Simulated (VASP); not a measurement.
Tc (hcp): the bulk modulus from VASP (plane waves, PAW) at several levels of theory. Static lattice, third-order Birch-Murnaghan fit over five volumes.

| level | bulk modulus (GPa) | error against measurement |
|---|---|---|
| LDA | 341 | +12.6 % |
| PBE | 301 | -0.8 % |
| PBEsol | 326 | +7.6 % |
| SCAN | 331 | +9.3 % |
| r2SCAN | 322 | +6.2 % |

Measured: 303 GPa at 0 K (as given by Vázquez-Parga, Fernández-Martínez, Viñes, J. Chem. Theory Comput. (2023), doi:10.1021/acs.jctc.3c00612, Supporting …; zero-point energy and finite temperature contributions removed).

The cell of the LDA run:

```xyz
2
Lattice="1.3563 -2.3491 0.0000 1.3563 2.3491 0.0000 0.0000 0.0000 4.3240" Properties=species:S:1:pos:R:3 pbc="T T T"
Tc     1.3563     0.7830     1.0810
Tc     1.3563    -0.7830     3.2430
```

Only levels that ran to the end are used. Left out are those held back, those with too coarse a band path, GW runs whose mesh misses a band edge, hybrids' fits of cells that aren't cubic and levels without matching references; a question may draw on a part of the rest.

The compound is Tc in the hcp structure.
